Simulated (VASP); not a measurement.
Crystal: Zr3PdSe4.

```
CELL_PARAMETERS angstrom
5.73318 0.00000 0.00000
0.00000 5.73318 0.00000
0.00000 0.00000 5.73318
ATOMIC_POSITIONS crystal
Zr 0.00000 0.50000 0.50000
Zr 0.50000 0.50000 0.00000
Zr 0.50000 0.00000 0.50000
Pd 0.00000 0.00000 0.00000
Se 0.76361 0.76361 0.23639
Se 0.76361 0.23639 0.76361
Se 0.23639 0.76361 0.76361
Se 0.23639 0.23639 0.23639
```

The cell was built by a generator and needn't be a form met in nature.

```yaml
Program: VASP 6.6.1
Task: relaxation of cell and atoms
Functional: PBE
Potentials_or_basis: VASP PAW PBE potentials, release 64 (Zr_sv, Pd, Se)
Cutoff: 520 eV
k_mesh: 3 × 3 × 3
Occupations: gaussian, width 0.15 eV
Spin: no spin polarisation
```

At the start: pressure 12.1 GPa; volume 23.56 Å³/atom.

Task: Where does the relaxation end?

Result: Over 7 steps the energy falls by 112.8 meV/atom and the volume is 26.61 Å³/atom (+13.0 %); space group P-43m (No. 215, to 0.05 Å).

Step by step:
```
step  energy change (eV)  largest force (eV/Å)  pressure (GPa)  volume (Å³)
   1              0.0000                0.5676           12.10       188.45
   2             -0.2261                0.4465           -6.86       241.25
   3             -0.8716                0.4166           -0.31       214.26
   4             -0.8719                0.4167           -0.18       213.73
   5             -0.8716                0.4174            0.00       213.20
   6             -0.8941                0.2170            0.18       213.04
   7             -0.9024                0.0146            0.35       212.87
```

Final structure:
```
Zr Pd Se
1.0
     5.97088    0.00000    0.00000
     0.00000    5.97088    0.00000
     0.00000    0.00000    5.97088
Zr Pd Se
3 1 4
Cartesian
  0.0000 2.9854 2.9854
  2.9854 2.9854 0.0000
  2.9854 0.0000 2.9854
  0.0000 0.0000 0.0000
  4.5293 4.5293 1.4416
  4.5293 1.4416 4.5293
  1.4416 4.5293 4.5293
  1.4416 1.4416 1.4416
```

Caveat: the k mesh is coarse (spacing up to 0.37 Å⁻¹), so the values aren't converged.
